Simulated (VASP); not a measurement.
VASP ran on this input.

**KPOINTS**
```
Regular mesh
0
Gamma
  4 4 7
```

**INCAR**
```
# general
SYSTEM=K3LiCl4
PREC  =Accurate
ENCUT =520
LREAL =.FALSE.
LASPH =.TRUE.

# electronic loop
EDIFF =1E-7
NELM  =100
ALGO  =Normal

# smearing
ISMEAR=-5

# functional
GGA   =PS

# ions
ISIF  =2

# output
LWAVE =.FALSE.
LCHARG=.TRUE.
LORBIT=11
NEDOS =601

# other
LEFG  =.TRUE.
```

### POSCAR
```
K3LiCl4
12.0698260
  0.0007898764   0.5000000038   0.4938783813
  0.5000000038   0.0007898764   0.4938783813
  0.2503949401   0.2503949401   0.0000000000
Li Cl K
1 4 3
Cartesian
  0.7503949439   0.2511848165   0.4938783813
  0.2503949401   0.2503949401   0.2182121887
  0.5096745325   0.2415102878   0.4938783813
  0.2415102878   0.5096745325   0.4938783813
  0.5007898802   0.5007898802   0.7695445739
  0.5003949420   0.2507898783   0.2469391907
  0.7507898821   0.5011848184   0.7408175720
  0.5007898802   0.5007898802   0.4938783813
```

POTCAR, in this order: Li_sv Cl K_sv (PBE.64 set). Program: vasp_std.

### Question
Write an equivalent input for Ansatz.

### Answer
One equivalent input (not run):
Ansatz 0.2 input:
```yaml
crystal:
  lattice:
    - [0.0095337, 6.0349130, 5.9610261]
    - [6.0349130, 0.0095337, 5.9610261]
    - [3.0222234, 3.0222234, 0.0000000]
  atoms:
    - { symbol: Li, position: [0.0000000, 1.0000000, 1.0000000] }
    - { symbol: Cl, position: [0.2209169, 0.2209169, 0.5581661] }
    - { symbol: Cl, position: [0.2314115, 0.7685885, 0.5000000] }
    - { symbol: Cl, position: [0.7685885, 0.2314115, 0.5000000] }
    - { symbol: Cl, position: [0.7790831, 0.7790831, 0.4418339] }
    - { symbol: K, position: [0.0000000, 0.5000000, 1.0000000] }
    - { symbol: K, position: [0.5000000, 1.0000000, 1.0000000] }
    - { symbol: K, position: [0.5000000, 0.5000000, 1.0000000] }
kpoints:
  mp_grid: { grid: [4, 4, 7] }
hamiltonian:
  xc: pbesol
  pseudopotentials: { kind: paw }
scf:
  occupations: { method: tetrahedron }
  max_iter: 100
output: { forces: true, stress: true, eigenvalues: true }
```
What does not carry over: each code has its own PAW files, so the cut-off isn't converted (ENCUT is set for VASP's; basis.ecutwfc is left out, and Ansatz then takes the one that its files recommend); Ansatz stops its SCF on the density residual and VASP on the energy change (EDIFF); the field gradients of LEFG aren't asked of the other code.

The structure was generated: K3LiCl4 was put into an ordered model structure (Cmmm), which need not be its known phase. It was relaxed first.
